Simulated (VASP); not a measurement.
Level of theory: rev-vdW-DF2, VASP's PBE PAW potentials (set 64) (plane waves; VASP 6.6.1).

VASP ran on this input.

POSCAR:
```
Ru
1
    1.3812849168    -2.3924558144     0.0000000000
    1.3812849168     2.3924558144     0.0000000000
    0.0000000000     0.0000000000     4.3553026206
Ru
2
Direct
  0.3333330000   0.6666670000   0.2500000000
  0.6666670000   0.3333330000   0.7500000000
```

INCAR:
```
SYSTEM = Ru
PREC = Accurate
ENCUT = 520
EDIFF = 1E-7
NELM = 100
ALGO = Normal
LREAL = .FALSE.
LASPH = .TRUE.
ISMEAR = 1
SIGMA = 0.1
GGA = MK
PARAM1 = 0.1234568
PARAM2 = 0.7114
ZAB_VDW = -1.8867
LUSE_VDW = .TRUE.
AGGAC = 0.0
LMAXMIX = 4
LWAVE = .FALSE.
LCHARG = .FALSE.
ISIF = 4
IBRION = 2
NSW = 30
EDIFFG = -0.01
```

**KPOINTS**
```
Automatic mesh
0
Gamma
15 15 9
0 0 0
```

POTCAR, in this order: Ru_pv (PBE.64 set). Program: vasp_std.

The run wrote:

### OSZICAR
```
       N       E                     dE             d eps       ncg     rms          rms(c)
DAV:   1     0.290954056622E+03    0.29095E+03   -0.18188E+04  4868   0.171E+03
DAV:   2    -0.795208683532E+01   -0.29891E+03   -0.29346E+03  5130   0.493E+02
DAV:   3    -0.145400798797E+02   -0.65880E+01   -0.63602E+01  5152   0.777E+01
DAV:   4    -0.146188936864E+02   -0.78814E-01   -0.78610E-01  5934   0.718E+00
DAV:   5    -0.146199072145E+02   -0.10135E-02   -0.10135E-02  5248   0.786E-01    0.158E+01
DAV:   6    -0.132620493496E+02    0.13579E+01   -0.40384E+00  4908   0.203E+01    0.349E+00
DAV:   7    -0.131899947716E+02    0.72055E-01   -0.21137E-01  5000   0.412E+00    0.922E-01
DAV:   8    -0.131811403972E+02    0.88544E-02   -0.60804E-03  4988   0.929E-01    0.167E-01
DAV:   9    -0.131810548306E+02    0.85567E-04   -0.54088E-04  6142   0.257E-01    0.349E-02
DAV:  10    -0.131810753892E+02   -0.20559E-04   -0.16314E-05  5520   0.406E-02    0.538E-03
DAV:  11    -0.131810754674E+02   -0.78207E-07   -0.97345E-07  5414   0.891E-03
   1 F= -.13181075E+02 E0= -.13180551E+02  d E =-.131811E+02
       N       E                     dE             d eps       ncg     rms          rms(c)
DAV:   1    -0.131814328646E+02   -0.35748E-03   -0.13060E-02  4910   0.991E-01    0.114E-01
DAV:   2    -0.131811432590E+02    0.28961E-03   -0.41699E-04  4914   0.190E-01    0.453E-02
DAV:   3    -0.131810885622E+02    0.54697E-04   -0.18460E-04  5838   0.927E-02    0.989E-03
DAV:   4    -0.131810886386E+02   -0.76335E-07   -0.57387E-06  5930   0.277E-02    0.579E-03
DAV:   5    -0.131810885475E+02    0.91119E-07   -0.55354E-07  5394   0.563E-03
   2 F= -.13181089E+02 E0= -.13180577E+02  d E =-.130801E-04
```

### OUTCAR
```
------------------------ aborting loop because EDIFF is reached ----------------------------------------
  FORCE on cell =-STRESS in cart. coord.  units (eV):
  Direction    XX          YY          ZZ          XY          YZ          ZX
  --------------------------------------------------------------------------------------
  Total       -2.9971891     -2.9971894     -3.0247227     -0.0000000      0.0000000      0.0000000
  in kB     -166.8204152   -166.8204341   -168.3529089     -0.0000000      0.0000000      0.0000000
  external PRESSURE =    -167.3312527 kB  Pullay stress =       0.0000000 kB
  volume of cell :       28.79
      direct lattice vectors                 reciprocal lattice vectors
     1.380714287 -2.391467432 -0.000000000     0.362131402 -0.209076650  0.000000000
     1.380714287  2.391467432  0.000000000     0.362131402  0.209076650  0.000000000
    -0.000000000 -0.000000000  4.358903375     0.000000000 -0.000000000  0.229415501
 POSITION                                       TOTAL-FORCE (eV/Angst)
 -----------------------------------------------------------------------------------
      1.38071      0.79716      1.08973        -0.000000     -0.000000      0.000000
      1.38071     -0.79716      3.26918         0.000000      0.000000      0.000000
 -----------------------------------------------------------------------------------
    total drift:                                0.000017      0.000535     -0.000046
  FREE ENERGIE OF THE ION-ELECTRON SYSTEM (eV)
  ---------------------------------------------------
  free  energy   TOTEN  =       -13.1810885475 eV

  energy  without entropy=      -13.1795544161  energy(sigma->0) =      -13.18057717

 reached required accuracy - stopping structural energy minimisation
```
(Selected blocks of OUTCAR.)

File CONTCAR:
```
Ru
   1.00000000000000
     1.3807142873759803   -2.3914674320315550   -0.0000000000000000
     1.3807142873759803    2.3914674320315550    0.0000000000000000
    -0.0000000000000000   -0.0000000000000000    4.3589033749892261
  Ru
     2
Direct
     0.3333330000000032    0.6666669999999968    0.2500000000000000
     0.6666669999999968    0.3333330000000032    0.7500000000000000
```

The compound is Ru in the hcp structure. This cell is one point of a volume scan, at 1.06 of the reference volume. Symmetry was kept, so distortions that lower it aren't found.
